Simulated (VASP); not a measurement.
Crystal: NaSc.

```
Sc Na
1.0
     3.98000    0.00000    0.00000
     0.00000    3.98000    0.00000
     0.00000    0.00000    3.98000
Sc Na
1 1
Direct
  0.00000 0.00000 0.00000
  0.50000 0.50000 0.50000
```

The cell was built by a generator and needn't be a form met in nature.

| Property | Result |
| --- | --- |
| Program | VASP 6.6.1 |
| Task | relaxation of cell and atoms |
| Functional | LDA |
| Potentials or basis | VASP PAW LDA potentials, release 64 (Sc_sv, Na_pv) |
| Cutoff | 600 eV |
| k mesh | 6 × 6 × 6 |
| Occupations | fermi-dirac, width 0.1 eV |
| Spin | no spin polarisation |

At the start: pressure -4.1 GPa; volume 31.52 Å³/atom.

Q: How do energy, volume and symmetry change on relaxing?

A: Over 4 steps the energy falls by 95.0 meV/atom and the volume is 25.34 Å³/atom (-19.6 %); space group Pm-3m (No. 221, to 0.05 Å).

Step by step:
| step | energy change (eV) | largest force (eV/Å) | pressure (GPa) | volume (Å³) |
| --- | --- | --- | --- | --- |
| 1 | 0.0000 | 0.0000 | -4.14 | 63.04 |
| 2 | -0.1499 | 0.0000 | -2.32 | 55.90 |
| 3 | -0.1882 | 0.0000 | -0.55 | 51.81 |
| 4 | -0.1899 | 0.0000 | 0.09 | 50.69 |

Final structure:
```yaml
crystal:
  lattice:
    - [3.70080, 0.00000, 0.00000]
    - [0.00000, 3.70080, 0.00000]
    - [0.00000, 0.00000, 3.70080]
  atoms:
    - { symbol: Sc, position: [0.00000, 0.00000, 0.00000] }
    - { symbol: Na, position: [0.50000, 0.50000, 0.50000] }
```

Caveat: the volume moved by over 15 % at a fixed basis, so the end points are rough.
